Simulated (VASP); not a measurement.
The system is SnO.

```
Sn O
1.0
     3.84940    0.00000    0.00000
     0.00000    3.84940    0.00000
     0.00000    0.00000    4.89400
Sn O
2 2
Direct
  0.50000 0.00000 0.23770
  0.00000 0.50000 0.76230
  0.00000 0.00000 0.00000
  0.50000 0.50000 0.00000
```

- Program: VASP 6.6.1
- Task: relaxation of cell and atoms
- Functional: r2SCAN
- Dispersion: rVV10
- Potentials or basis: VASP PAW PBE potentials, release 64 (Sn_d, O)
- Cutoff: 600 eV
- k mesh: 10 × 10 × 8
- Occupations: gaussian, width 0.02 eV
- Spin: no spin polarisation

At the start: pressure -3.7 GPa; volume 18.13 Å³/atom.

Task: How do energy, volume and symmetry change on relaxing?

Result: Over 13 steps the energy falls by 9.0 meV/atom and the volume is 17.14 Å³/atom (-5.5 %); space group P4/nmm (No. 129, to 0.05 Å).

Step by step:
| step | energy change (eV) | largest force (eV/Å) | pressure (GPa) | volume (Å³) |
| --- | --- | --- | --- | --- |
| 1 | 0.0000 | 0.4215 | -3.66 | 72.52 |
| 2 | 0.0042 | 0.8554 | 3.87 | 68.26 |
| 3 | -0.0296 | 0.1699 | -0.27 | 70.40 |
| 4 | -0.0319 | 0.0959 | -0.17 | 70.04 |
| 5 | -0.0329 | 0.0141 | -0.07 | 69.64 |
| 6 | -0.0339 | 0.0168 | -0.04 | 69.43 |
| 7 | -0.0357 | 0.0276 | 0.06 | 68.84 |
| 8 | -0.0336 | 0.0492 | 0.32 | 67.65 |
| 9 | -0.0359 | 0.0395 | 0.12 | 68.57 |
| 10 | -0.0354 | 0.0884 | -0.50 | 68.71 |
| 11 | -0.0359 | 0.0075 | -0.04 | 68.61 |
| 12 | -0.0359 | 0.0051 | -0.04 | 68.61 |
| 13 | -0.0359 | 0.0004 | -0.02 | 68.55 |

Final structure:
```
Sn O
1.0
     3.79851    0.00000    0.00000
     0.00000    3.79851    0.00000
     0.00000    0.00000    4.75083
Sn O
2 2
Direct
  0.50000 0.00000 0.24238
  0.00000 0.50000 0.75762
  0.00000 0.00000 0.00000
  0.50000 0.50000 0.00000
```

Caveat: the PAW data sets were made with another functional, which shifts forces and pressure a little.
